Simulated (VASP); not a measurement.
VASP input:

### POSCAR
```
KF
1
    0.0000000000     2.6750000000     2.6750000000
    2.6750000000     0.0000000000     2.6750000000
    2.6750000000     2.6750000000     0.0000000000
K F
1 1
Direct
  0.0000000000   0.0000000000   0.0000000000
  0.5000000000   0.5000000000   0.5000000000
```

INCAR:
```
ALGO = Normal
BPARAM = 11.95
CPARAM = 0.0093
EDIFF = 1E-6
EDIFFG = -0.01
ENCUT = 520
IBRION = 2
ISIF = 3
ISMEAR = 0
LASPH = .TRUE.
LCHARG = .FALSE.
LMIXTAU = .TRUE.
LREAL = .FALSE.
LUSE_VDW = .TRUE.
LWAVE = .FALSE.
METAGGA = R2SCAN
NELM = 100
NSW = 60
PREC = Accurate
SIGMA = 0.05
SYSTEM = KF
```

**KPOINTS**
```
Automatic mesh
0
Gamma
8 8 8
0 0 0
```

POTCAR, in this order: K_sv F (PBE.64 set). Program: vasp_std.

Translate this r2SCAN+rVV10 calculation to Ansatz.

One equivalent input (not run):
Ansatz 0.2 input:
```yaml
crystal:
  lattice:
    - [0.0000000, 2.6750000, 2.6750000]
    - [2.6750000, 0.0000000, 2.6750000]
    - [2.6750000, 2.6750000, 0.0000000]
  atoms:
    - { symbol: K, position: [0.0000000, 0.0000000, 0.0000000] }
    - { symbol: F, position: [0.5000000, 0.5000000, 0.5000000] }
kpoints:
  mp_grid: { grid: [8, 8, 8] }
hamiltonian:
  xc: r2scan
  dispersion: rvv10
  pseudopotentials: { kind: paw }
scf:
  occupations: { method: gaussian, width: 0.05 }
  max_iter: 100
relax:
  max_steps: 60
  f_tol: 0.01
  cell: {}
output: { forces: true, stress: true, eigenvalues: true }
```
The two are equivalent in intent, not identical: each code has its own PAW files, so the cut-off isn't converted (ENCUT is set for VASP's; basis.ecutwfc is left out, and Ansatz then takes the one that its files recommend); Ansatz stops its SCF on the density residual and VASP on the energy change (EDIFF).

The compound is KF in the rock salt structure. This run relaxes it. Symmetry was kept, so distortions that lower it aren't found.
